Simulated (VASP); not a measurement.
Output of a VASP run:

OSZICAR:
```
       N       E                     dE             d eps       ncg     rms          rms(c)
DAV:   1     0.308704270209E+03    0.30870E+03   -0.16596E+04  4590   0.157E+03
DAV:   2    -0.142760637503E+02   -0.32298E+03   -0.31984E+03  5146   0.452E+02
DAV:   3    -0.220558532022E+02   -0.77798E+01   -0.76455E+01  5413   0.809E+01
DAV:   4    -0.221281888062E+02   -0.72336E-01   -0.72052E-01  4998   0.777E+00
DAV:   5    -0.221289338645E+02   -0.74506E-03   -0.74495E-03  5129   0.720E-01    0.240E+01
DAV:   6    -0.208486121940E+02    0.12803E+01   -0.31063E+00  4890   0.176E+01    0.755E+00
DAV:   7    -0.207007100688E+02    0.14790E+00   -0.56684E-01  5211   0.680E+00    0.945E-01
DAV:   8    -0.206913684956E+02    0.93416E-02   -0.10756E-02  4712   0.111E+00    0.101E-01
DAV:   9    -0.206914792781E+02   -0.11078E-03   -0.21011E-04  5372   0.130E-01    0.191E-02
DAV:  10    -0.206914753246E+02    0.39535E-05   -0.12061E-05  4840   0.309E-02    0.976E-03
DAV:  11    -0.206914748097E+02    0.51491E-06   -0.12419E-06  2530   0.119E-02
   1 F= -.18922471E+02 E0= -.18922706E+02  d E =-.189225E+02
       N       E                     dE             d eps       ncg     rms          rms(c)
DAV:   1    -0.219789227184E+02   -0.12874E+01   -0.42467E+01  4702   0.773E+01    0.149E+01
DAV:   2    -0.205530158457E+02    0.14259E+01   -0.38868E+00  4691   0.215E+01    0.207E+00
DAV:   3    -0.204740367624E+02    0.78979E-01   -0.51778E-01  5031   0.704E+00    0.224E+00
DAV:   4    -0.204993996511E+02   -0.25363E-01   -0.22710E-02  4827   0.128E+00    0.223E-01
DAV:   5    -0.205014656536E+02   -0.20660E-02   -0.42075E-03  5099   0.585E-01    0.560E-02
DAV:   6    -0.205015184893E+02   -0.52836E-04   -0.18911E-04  4671   0.130E-01    0.275E-02
DAV:   7    -0.205015168870E+02    0.16023E-05   -0.36613E-06  4710   0.175E-02    0.480E-03
DAV:   8    -0.205015170475E+02   -0.16049E-06   -0.42372E-07  2310   0.629E-03
   2 F= -.18846421E+02 E0= -.18846328E+02  d E =0.760497E-01
       N       E                     dE             d eps       ncg     rms          rms(c)
DAV:   1    -0.215711773716E+02   -0.10697E+01   -0.26989E+01  4787   0.650E+01    0.100E+01
DAV:   2    -0.206947175696E+02    0.87646E+00   -0.25234E+00  4794   0.165E+01    0.161E+00
DAV:   3    -0.206564547885E+02    0.38263E-01   -0.31378E-01  4978   0.534E+00    0.131E+00
DAV:   4    -0.206726319780E+02   -0.16177E-01   -0.17848E-02  4641   0.104E+00    0.447E-01
DAV:   5    -0.206720255859E+02    0.60639E-03   -0.28055E-03  5046   0.506E-01    0.384E-02
DAV:   6    -0.206722380577E+02   -0.21247E-03   -0.12579E-04  4767   0.930E-02    0.704E-03
DAV:   7    -0.206722384747E+02   -0.41700E-06   -0.19613E-06  4370   0.892E-03
   3 F= -.18929430E+02 E0= -.18929584E+02  d E =-.695932E-02
```

File OUTCAR:
```
------------------------ aborting loop because EDIFF is reached ----------------------------------------
  FORCE on cell =-STRESS in cart. coord.  units (eV):
  Direction    XX          YY          ZZ          XY          YZ          ZX
  --------------------------------------------------------------------------------------
  Total        1.7102007      1.7102013      1.7317796     -0.0000000      0.0000000      0.0000000
  in kB       98.1290070     98.1290401     99.3671723     -0.0000000      0.0000000      0.0000000
  external PRESSURE =      -1.4582602 kB  Pullay stress =     100.0000000 kB
  volume of cell :       27.92
      direct lattice vectors                 reciprocal lattice vectors
     1.361114312 -2.357519542  0.000000000     0.367346075 -0.212087319  0.000000000
     1.361114312  2.357519542  0.000000000     0.367346075  0.212087319  0.000000000
    -0.000000000 -0.000000000  4.350912701    -0.000000000  0.000000000  0.229836834
 POSITION                                       TOTAL-FORCE (eV/Angst)
 -----------------------------------------------------------------------------------
      1.36111      0.78584      1.08773        -0.000000     -0.000000      0.000000
      1.36111     -0.78584      3.26318         0.000000      0.000000      0.000000
 -----------------------------------------------------------------------------------
    total drift:                               -0.000000      0.000607     -0.000043
  FREE ENERGIE OF THE ION-ELECTRON SYSTEM (eV)
  ---------------------------------------------------
  free  energy   TOTEN  =       -20.6722384747 eV

  energy  without entropy=      -20.6726996218  energy(sigma->0) =      -20.67239219
  enthalpy is  TOTEN    =       -18.9294299132 eV   P V=        1.7428085615

 reached required accuracy - stopping structural energy minimisation
```
(Selected blocks of OUTCAR.)

### POSCAR
```
Tc
1
    1.3679258500    -2.3693174691     0.0000000000
    1.3679258500     2.3693174691     0.0000000000
    0.0000000000     0.0000000000     4.3724378066
Tc
2
Direct
  0.3333330000   0.6666670000   0.2500000000
  0.6666670000   0.3333330000   0.7500000000
```

Write an INCAR and KPOINTS that could have produced this output.

Several could match; the one computed here: the input of the run itself, PBE GGA, plane waves, VASP's PBE PAW potentials (set 64).

**INCAR**
```
SYSTEM  =  Tc
PREC  =  Accurate; ENCUT  =  500; LREAL  =  .FALSE.
LASPH  =  .TRUE.
EDIFF  =  1E-6; NELM  =  100; ALGO  =  Normal
LMAXMIX  =  4
ISMEAR  =  1; SIGMA  =  0.1
GGA  =  PE
IBRION  =  2; NSW  =  40; ISIF  =  3
EDIFFG  =  -0.02; PSTRESS  =  100
LWAVE  =  .FALSE.; LCHARG  =  .FALSE.
```

KPOINTS:
```
Automatic mesh
0
Gamma
15 15 8
0 0 0
```

POTCAR, in this order: Tc_pv (PBE.64 set). Program: vasp_std.

The compound is Tc in the hcp structure. This run relaxes it under an external pressure of 10 GPa. Symmetry was kept, so distortions that lower it aren't found.
